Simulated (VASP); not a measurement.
Input:

```
CELL_PARAMETERS angstrom
      0.00000     2.68008     2.68008
      2.68008     0.00000     2.68008
      2.68008     2.68008     0.00000
ATOMIC_POSITIONS crystal
  Tm 0.50000 0.50000 0.50000
  S  0.00000 0.00000 0.00000
```

Computed with PBEsol GGA with spin-orbit coupling, VASP's PBE PAW potentials (set 64) (plane waves; VASP). Settings: 400 eV cut-off, 11×11×11 Γ-centred mesh, Gaussian smearing of 0.050 eV, potentials Tm_3 S.

The 4f electrons are frozen in the core of the lanthanide potential, so 4f levels, which can set the real gap, and their magnetism are missing.

Q: Give the energies of bands 9 to 21 at the high-symmetry points, in eV from the Fermi level.

A: 
```csv
band,Γ,X,U,L,W
9,-3.51,-5.80,-6.00,-7.78,-5.81
10,-3.51,-5.80,-6.00,-7.78,-5.81
11,-3.30,-4.29,-5.64,-5.47,-5.58
12,-3.30,-4.29,-5.64,-5.47,-5.58
13,-3.30,-4.05,-4.85,-5.46,-5.32
14,-3.30,-4.05,-4.85,-5.46,-5.32
15,-0.23,-2.56,-0.64,2.10,0.98
16,-0.23,-2.56,-0.64,2.10,0.98
17,-0.23,2.25,3.32,3.07,1.07
18,-0.23,2.25,3.32,3.07,1.07
19,-0.07,2.42,3.55,3.29,2.57
20,-0.07,2.42,3.55,3.29,2.57
21,0.82,4.40,3.73,3.44,4.09
```

It has no gap at this level: it comes out as a metal or semimetal.

The structure comes from a computed database's TmS entry (Fm-3m); how it stands against other phases isn't given here. It was relaxed first.
